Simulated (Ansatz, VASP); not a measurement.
## Two plane-wave programs on La2LuN3

```
La Lu N
1.0
     3.55927    0.00000    0.00000
     0.00000    3.55927    0.00000
     0.00000    0.00000    9.85083
La Lu N
2 1 3
Direct
  0.50000 0.50000 0.25326
  0.50000 0.50000 0.74674
  0.00000 0.00000 0.00000
  0.00000 0.00000 0.77015
  0.00000 0.00000 0.22985
  0.50000 0.50000 0.00000
```

Alike in both runs: functional PBE; k mesh 4 × 4 × 4; occupations gaussian, width 0.1 eV; no spin polarisation.

Ansatz relaxed the structure, and its values are those at the end. VASP's run is a single point on that final structure, the one shown.

|  | VASP | Ansatz |
| --- | --- | --- |
| version | VASP 6.6.1 | Ansatz 0.2.0 |
| potentials or method | VASP PAW PBE potentials, release 64 (La, Lu, N) | scalar-relativistic, plane waves, PAW |
| plane-wave cutoff (eV) | 520 | 420 |
| valence electrons in the cell | 62 | 62 |

Ansatz gave:

```
gap on the k mesh at the Fermi level (eV) : none
pressure (GPa)                            : 0.0
rms of the force components (eV/Å)        : 0.004
```

Task: What did VASP give for the same quantities?

Result: gap on the k mesh at the Fermi level (eV): none; pressure (GPa): 0.0; rms of the force components (eV/Å): 0.021.

A gap of «none» marks a metal or a gap that the smearing closes.

Caveats: the k mesh is coarse (spacing up to 0.44 Å⁻¹), so the values aren't converged. The runs have no spin-orbit coupling, so splittings on La, Lu are missing.
